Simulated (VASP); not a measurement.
Computed with r2SCAN meta-GGA, VASP's PBE PAW potentials (set 64) (plane waves; VASP).

A VASP calculation is set up with these files.

**KPOINTS**
```
K-points
0
Gamma
  8 8 8
0 0 0
```

### POSCAR
```
Ni3Al
1
    3.5185715320    -0.0000000000    -0.0000000000
    0.0000000000     3.5185715320    -0.0000000000
    0.0000000000     0.0000000000     3.5185715320
Al Ni
1 3
Direct
  0.0000000000   0.0000000000   0.0000000000
  0.0000000000   0.5000000000   0.5000000000
  0.5000000000   0.0000000000   0.5000000000
  0.5000000000   0.5000000000   0.0000000000
```

INCAR:
```
ALGO = Normal
EDIFF = 1E-6
EDIFFG = -0.02
ENCUT = 400
IBRION = 2
ISIF = 3
ISMEAR = 1
ISPIN = 2
LASPH = .True.
LCHARG = .False.
LMAXMIX = 4
LMIXTAU = .True.
LORBIT = 10
LREAL = .False.
LWAVE = .False.
MAGMOM = 0.0 3*0.5
METAGGA = R2SCAN
NELM = 100
NSW = 60
PREC = Accurate
SIGMA = 0.1
SYSTEM = Ni3Al
```

POTCAR, in this order: Al Ni (PBE.64 set). Program: vasp_std.

The resulting files:

**OSZICAR**
```
       N       E                     dE             d eps       ncg     rms          rms(c)
DAV:   1     0.149826060624E+03    0.14983E+03   -0.12732E+04  2972   0.173E+03
DAV:   2    -0.436209037841E+02   -0.19345E+03   -0.18544E+03  2940   0.338E+02
DAV:   3    -0.522359761413E+02   -0.86151E+01   -0.82330E+01  3215   0.100E+02
DAV:   4    -0.523747527808E+02   -0.13878E+00   -0.13838E+00  3430   0.112E+01
DAV:   5    -0.523798309979E+02   -0.50782E-02   -0.50776E-02  3636   0.202E+00    0.204E+01
DAV:   6    -0.499210843106E+02    0.24587E+01   -0.76863E+01  3182   0.152E+02    0.228E+01
DAV:   7    -0.442650716927E+02    0.56560E+01   -0.20149E+01  3269   0.768E+01    0.290E+00
DAV:   8    -0.443268569169E+02   -0.61785E-01   -0.70130E-01  3288   0.994E+00    0.261E+00
DAV:   9    -0.442884792857E+02    0.38378E-01   -0.18003E-01  3209   0.664E+00    0.979E-01
DAV:  10    -0.442956262599E+02   -0.71470E-02   -0.18107E-02  3870   0.167E+00    0.465E-01
DAV:  11    -0.442961705091E+02   -0.54425E-03   -0.34794E-03  3234   0.988E-01    0.247E-01
DAV:  12    -0.442962895505E+02   -0.11904E-03   -0.82893E-04  3513   0.458E-01    0.672E-02
DAV:  13    -0.442962998726E+02   -0.10322E-04   -0.13223E-04  3461   0.150E-01    0.330E-02
DAV:  14    -0.442963127153E+02   -0.12843E-04   -0.19529E-05  3537   0.621E-02    0.128E-02
DAV:  15    -0.442963121509E+02    0.56443E-06   -0.50071E-06  2866   0.245E-02
   1 F= -.44296312E+02 E0= -.44296512E+02  d E =-.442963E+02  mag=     0.8356
       N       E                     dE             d eps       ncg     rms          rms(c)
DAV:   1    -0.443352783084E+02   -0.38966E-01   -0.39802E-01  2965   0.103E+01    0.178E+00
DAV:   2    -0.443339449710E+02    0.13333E-02   -0.49574E-01  3305   0.119E+01    0.160E+00
DAV:   3    -0.442970000109E+02    0.36945E-01   -0.14476E-01  3237   0.671E+00    0.250E-01
DAV:   4    -0.442964847008E+02    0.51531E-03   -0.27202E-03  3020   0.484E-01    0.133E-01
DAV:   5    -0.442964099042E+02    0.74797E-04   -0.12489E-04  3819   0.126E-01    0.365E-02
DAV:   6    -0.442964170514E+02   -0.71472E-05   -0.28220E-05  3571   0.696E-02    0.162E-02
DAV:   7    -0.442964266161E+02   -0.95647E-05   -0.86339E-06  3010   0.397E-02    0.833E-03
DAV:   8    -0.442964311894E+02   -0.45733E-05   -0.14520E-06  2133   0.146E-02    0.222E-03
DAV:   9    -0.442964316129E+02   -0.42350E-06   -0.17869E-07  1530   0.464E-03
   2 F= -.44296432E+02 E0= -.44296617E+02  d E =-.119462E-03  mag=     0.8386
       N       E                     dE             d eps       ncg     rms          rms(c)
DAV:   1    -0.443048031645E+02   -0.83720E-02   -0.80964E-02  2960   0.461E+00    0.812E-01
DAV:   2    -0.443046513574E+02    0.15181E-03   -0.10310E-01  3290   0.550E+00    0.730E-01
DAV:   3    -0.442968845146E+02    0.77668E-02   -0.29856E-02  3237   0.306E+00    0.106E-01
DAV:   4    -0.442967887941E+02    0.95721E-04   -0.63353E-04  3073   0.227E-01    0.669E-02
DAV:   5    -0.442967770539E+02    0.11740E-04   -0.24257E-05  3815   0.607E-02    0.209E-02
DAV:   6    -0.442967740910E+02    0.29629E-05   -0.11041E-05  3451   0.478E-02    0.724E-03
DAV:   7    -0.442967723970E+02    0.16940E-05   -0.16549E-06  1935   0.174E-02    0.407E-03
DAV:   8    -0.442967710703E+02    0.13267E-05   -0.37589E-07  1500   0.929E-03    0.141E-03
DAV:   9    -0.442967707497E+02    0.32054E-06   -0.89449E-08  1500   0.320E-03
   3 F= -.44296771E+02 E0= -.44296963E+02  d E =-.458599E-03  mag=     0.8372
```

### OUTCAR
```
------------------------ aborting loop because EDIFF is reached ----------------------------------------
  FORCE on cell =-STRESS in cart. coord.  units (eV):
  Direction    XX          YY          ZZ          XY          YZ          ZX
  --------------------------------------------------------------------------------------
  Total       -0.0010090     -0.0010090     -0.0010090     -0.0000000     -0.0000000     -0.0000000
  in kB       -0.0369580     -0.0369580     -0.0369580     -0.0000000     -0.0000000     -0.0000000
  external PRESSURE =      -0.0369580 kB  Pullay stress =       0.0000000 kB
  volume of cell :       43.74
      direct lattice vectors                 reciprocal lattice vectors
     3.523430111  0.000000000  0.000000000     0.283814342 -0.000000000 -0.000000000
     0.000000000  3.523430111  0.000000000     0.000000000  0.283814342 -0.000000000
     0.000000000  0.000000000  3.523430111    -0.000000000  0.000000000  0.283814342
 POSITION                                       TOTAL-FORCE (eV/Angst)
 -----------------------------------------------------------------------------------
      0.00000      0.00000      0.00000         0.000000     -0.000000      0.000000
      0.00000      1.76172      1.76172        -0.000000      0.000000      0.000000
      1.76172      0.00000      1.76172         0.000000      0.000000      0.000000
      1.76172      1.76172      0.00000         0.000000     -0.000000      0.000000
 -----------------------------------------------------------------------------------
    total drift:                                0.000000     -0.000000     -0.000000
  FREE ENERGIE OF THE ION-ELECTRON SYSTEM (eV)
  ---------------------------------------------------
  free  energy   TOTEN  =       -44.2967707497 eV

  energy  without entropy=      -44.2973472469  energy(sigma->0) =      -44.29696292

 total charge

# of ion       s       p       d       tot
------------------------------------------
    1        0.413   0.417   0.000   0.829
    2        0.522   0.574   8.388   9.483
    3        0.522   0.574   8.388   9.483
    4        0.522   0.574   8.388   9.483
--------------------------------------------------
tot          1.978   2.138  25.163  29.279

 magnetization (x)

# of ion       s       p       d       tot
------------------------------------------
    1       -0.003  -0.016   0.000  -0.019
    2       -0.008  -0.028   0.353   0.317
    3       -0.008  -0.028   0.353   0.317
    4       -0.008  -0.028   0.353   0.317
--------------------------------------------------
tot         -0.026  -0.102   1.060   0.933

 reached required accuracy - stopping structural energy minimisation
```
(Selected blocks of OUTCAR.)

File CONTCAR:
```
Ni3Al
   1.00000000000000
     3.5234301114181514    0.0000000000000000    0.0000000000000000
     0.0000000000000000    3.5234301114181514    0.0000000000000000
     0.0000000000000000    0.0000000000000000    3.5234301114181514
  Al              Ni
     1     3
Direct
     0.0000000000000000    0.0000000000000000    0.0000000000000000
     0.0000000000000000    0.5000000000000000    0.5000000000000000
     0.5000000000000000    0.0000000000000000    0.5000000000000000
     0.5000000000000000    0.5000000000000000    0.0000000000000000
```

**OUTCAR**
```
 val. band max:        9.8406787053   @ k =   0.3750   0.2500   0.0000

 cond. band min:       9.8435414024   @ k =   0.1250   0.0000   0.0000


 Fermi energy:         9.8410872376

 spin component 1

 k-point     1 :       0.0000    0.0000    0.0000
  band No.  band energies     occupation
      1      -0.8455      1.00000
      2       5.0333      1.00000
      3       5.7201      1.00000
      4       5.7201      1.00000
      5       6.0520      1.00000
      6       6.0520      1.00000
      7       6.0520      1.00000
      8       8.1198      1.00000
      9       8.1198      1.00000
     10       8.1198      1.00000
     11       8.9750      1.00000
     12       8.9750      1.00000
     13       9.3114      1.00000
     14       9.4259      1.00000
     15       9.4259      1.00000
     16       9.4259      1.00000
     17      10.7094     -0.00000
     18      10.7094     -0.00000
     19      10.7094     -0.00000
     20      16.6447      0.00000
     21      16.6447      0.00000

 k-point     2 :       0.1250    0.0000    0.0000
  band No.  band energies     occupation
      1      -0.6417      1.00000
      2       5.0914      1.00000
      3       5.6067      1.00000
      4       5.8464      1.00000
      5       6.0876      1.00000
      6       6.0876      1.00000
      7       6.0976      1.00000
      8       8.0151      1.00000
      9       8.0151      1.00000
     10       8.0696      1.00000
     11       8.8626      1.00000
     12       8.9768      1.00000
     13       9.0745      1.00000
     14       9.0745      1.00000
     15       9.2398      1.00000
     16       9.4259      1.00000
     17       9.9357     -0.01862
     18      11.3163     -0.00000
     19      11.3163     -0.00000
     20      16.6220      0.00000
     21      17.1924      0.00000

 k-point     3 :       0.2500    0.0000    0.0000
  band No.  band energies     occupation
      1      -0.0417      1.00000
...
```

The compound is Ni3Al in the L1_2 structure. This run relaxes it. Symmetry was kept, so distortions that lower it aren't found. The start is the result of an earlier pass.
